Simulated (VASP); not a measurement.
Output of a VASP run:

**OSZICAR**
```
...
DAV:   1    -0.421554279019E+01   -0.27833E+01   -0.54492E+01  3072   0.975E+01    0.111E+01
DAV:   2    -0.137321268013E+01    0.28423E+01   -0.87140E+00  3088   0.436E+01    0.274E+00
DAV:   3    -0.124616884584E+01    0.12704E+00   -0.32579E-01  3792   0.630E+00    0.195E+00
DAV:   4    -0.121861632397E+01    0.27553E-01   -0.26038E-02  3424   0.127E+00    0.473E-01
DAV:   5    -0.121794136124E+01    0.67496E-03   -0.16110E-03  3744   0.288E-01    0.129E-01
DAV:   6    -0.121811687161E+01   -0.17551E-03   -0.11521E-04  3448   0.881E-02    0.294E-02
DAV:   7    -0.121812325217E+01   -0.63806E-05   -0.35727E-06  3152   0.158E-02    0.388E-03
DAV:   8    -0.121812330364E+01   -0.51476E-07   -0.86778E-08  1896   0.407E-03
   2 F= 0.11378045E+01 E0= 0.11378890E+01  d E =-.246619E-01
       N       E                     dE             d eps       ncg     rms          rms(c)
DAV:   1    -0.171498145838E+01   -0.49686E+00   -0.78097E+00  3072   0.394E+01    0.487E+00
DAV:   2    -0.135440336088E+01    0.36058E+00   -0.91578E-01  3096   0.138E+01    0.165E+00
DAV:   3    -0.132768732920E+01    0.26716E-01   -0.48187E-02  3512   0.284E+00    0.137E+00
DAV:   4    -0.132135730823E+01    0.63300E-02   -0.43315E-03  3496   0.568E-01    0.196E-01
DAV:   5    -0.132127876036E+01    0.78548E-04   -0.20133E-04  3592   0.123E-01    0.646E-02
DAV:   6    -0.132130063871E+01   -0.21878E-04   -0.80276E-05  3896   0.110E-01    0.365E-02
DAV:   7    -0.132129486850E+01    0.57702E-05   -0.20690E-05  3336   0.643E-02    0.270E-03
DAV:   8    -0.132129491436E+01   -0.45863E-07   -0.98132E-08  1744   0.313E-03
   3 F= 0.11218829E+01 E0= 0.11219545E+01  d E =-.405834E-01
       N       E                     dE             d eps       ncg     rms          rms(c)
DAV:   1    -0.131876546059E+01    0.25294E-02   -0.87299E-03  3120   0.129E+00    0.151E-01
DAV:   2    -0.131834272754E+01    0.42273E-03   -0.11152E-03  3128   0.488E-01    0.481E-02
DAV:   3    -0.131831692234E+01    0.25805E-04   -0.55600E-05  3568   0.931E-02    0.390E-02
DAV:   4    -0.131831582229E+01    0.11001E-05   -0.55884E-06  3288   0.198E-02    0.299E-03
DAV:   5    -0.131831589983E+01   -0.77543E-07   -0.12050E-07  1680   0.360E-03
   4 F= 0.11218932E+01 E0= 0.11219690E+01  d E =-.405731E-01
       N       E                     dE             d eps       ncg     rms          rms(c)
DAV:   1    -0.131882980600E+01   -0.51398E-03   -0.36481E-02  3240   0.177E+00    0.140E-01
DAV:   2    -0.131831238379E+01    0.51742E-03   -0.33114E-04  3216   0.279E-01    0.797E-02
DAV:   3    -0.131806871764E+01    0.24367E-03   -0.39594E-04  3376   0.215E-01    0.247E-02
DAV:   4    -0.131807245779E+01   -0.37401E-05   -0.37500E-05  3392   0.869E-02    0.159E-02
DAV:   5    -0.131807230007E+01    0.15772E-06   -0.44290E-07  1896   0.108E-02
   5 F= 0.11217689E+01 E0= 0.11218512E+01  d E =-.124320E-03
       N       E                     dE             d eps       ncg     rms          rms(c)
DAV:   1    -0.131823018290E+01   -0.15773E-03   -0.19157E-02  3216   0.128E+00    0.101E-01
DAV:   2    -0.131795921231E+01    0.27097E-03   -0.17454E-04  3216   0.204E-01    0.579E-02
DAV:   3    -0.131783130089E+01    0.12791E-03   -0.20703E-04  3360   0.156E-01    0.179E-02
DAV:   4    -0.131783336236E+01   -0.20615E-05   -0.19696E-05  3400   0.629E-02    0.114E-02
DAV:   5    -0.131783326646E+01    0.95898E-07   -0.23068E-07  1752   0.778E-03
   6 F= 0.11217357E+01 E0= 0.11218095E+01  d E =-.157501E-03
```

File OUTCAR:
```
------------------------ aborting loop because EDIFF is reached ----------------------------------------
  FORCE on cell =-STRESS in cart. coord.  units (eV):
  Direction    XX          YY          ZZ          XY          YZ          ZX
  --------------------------------------------------------------------------------------
  Total        2.4722935      2.4722964      2.4637914     -0.0000000     -0.0000000      0.0000000
  in kB      101.3414032    101.3415252    100.9928948     -0.0000000     -0.0000000      0.0000000
  external PRESSURE =       1.2252744 kB  Pullay stress =     100.0000000 kB
  volume of cell :       39.09
      direct lattice vectors                 reciprocal lattice vectors
     1.481364747 -2.565800549 -0.000000000     0.337526596 -0.194870954  0.000000000
     1.481364747  2.565800549  0.000000000     0.337526596  0.194870954  0.000000000
    -0.000000000 -0.000000000  5.141724406     0.000000000 -0.000000000  0.194487281
 POSITION                                       TOTAL-FORCE (eV/Angst)
 -----------------------------------------------------------------------------------
      1.48136      0.85527      1.28543         0.000000      0.000000      0.000000
      1.48136     -0.85527      3.85629        -0.000000     -0.000000     -0.000000
 -----------------------------------------------------------------------------------
    total drift:                               -0.000000      0.000181      0.000002
  FREE ENERGIE OF THE ION-ELECTRON SYSTEM (eV)
  ---------------------------------------------------
  free  energy   TOTEN  =        -1.3178332665 eV

  energy  without entropy=       -1.3176121243  energy(sigma->0) =       -1.31775955
  enthalpy is  TOTEN    =         1.1217357397 eV   P V=        2.4395690062

 reached required accuracy - stopping structural energy minimisation
```
(Selected blocks of OUTCAR.)

File POSCAR:
```
Cd
1
    1.5100124307    -2.6154195169     0.0000000000
    1.5100124307     2.6154195169    -0.0000000000
   -0.0000000000    -0.0000000000     5.2631522294
Cd
2
Direct
  0.3333330000   0.6666670000   0.2500000000
  0.6666670000   0.3333330000   0.7500000000
```

Question: Reconstruct the remaining input files.

Answer: Several could match; the one computed here: the input of the run itself, PBE GGA, plane waves, VASP's PBE PAW potentials (set 64).

**INCAR**
```
! general
SYSTEM  = Cd
PREC    = Accurate
ENCUT   = 500
LREAL   = F   ! projection in real space or not
LASPH   = T

! electronic loop
EDIFF   = 1E-6
NELM    = 100
ALGO    = Normal
LMAXMIX = 4   ! l cut-off of mixed one-centre charges

! smearing
ISMEAR  = 1   ! Methfessel-Paxton
SIGMA   = 0.1

! functional
GGA     = PE   ! PBE

! ions
IBRION  = 2   ! conjugate gradients
NSW     = 40   ! most ionic steps
ISIF    = 3   ! ions, shape and volume
EDIFFG  = -0.02   ! ionic stop
PSTRESS = 100   ! kbar

! output
LWAVE   = F
LCHARG  = F
```

KPOINTS:
```
Automatic mesh
0
Gamma
14 14 7
0 0 0
```

POTCAR, in this order: Cd (PBE.64 set). Program: vasp_std.

Energy and stress use the plane-wave basis of the starting cell.

The compound is Cd in the hcp structure. This run relaxes it under an external pressure of 10 GPa. Symmetry was kept, so distortions that lower it aren't found.
